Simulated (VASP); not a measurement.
Input:

```
CELL_PARAMETERS angstrom
      1.59810    -2.76800     0.00000
      1.59810     2.76800     0.00000
      0.00000     0.00000     3.57616
ATOMIC_POSITIONS crystal
  Zr 0.00000 0.00000 0.00000
  B  0.33333 0.66667 0.50000
  B  0.66667 0.33333 0.50000
```

Calculation: optB86b-vdW, VASP's PBE PAW potentials (set 64) (plane waves; VASP). Settings: 520 eV cut-off, 11×11×9 Γ-centred mesh, first-order Methfessel-Paxton smearing of 0.10 eV, potentials Zr_sv B.

**Question.** Predict the energy per atom (σ→0), pressure, band gap (on the k-mesh) with the smallest direct gap where there is one.

**Answer.** 
```
Quantity                                                    Result
------------------------  ----------------------------------------
band gap (on the k-mesh)  none (metal, semimetal or under 0.01 eV)
energy per atom (σ→0)                               -7.122 eV/atom
pressure                                                 -6.82 GPa
```

Total energies compare only between runs with the same potentials, cut-off and functional.

The compound is ZrB2 in the AlB2 type structure. This cell is one point of a volume scan, at 1.03 of the reference volume.
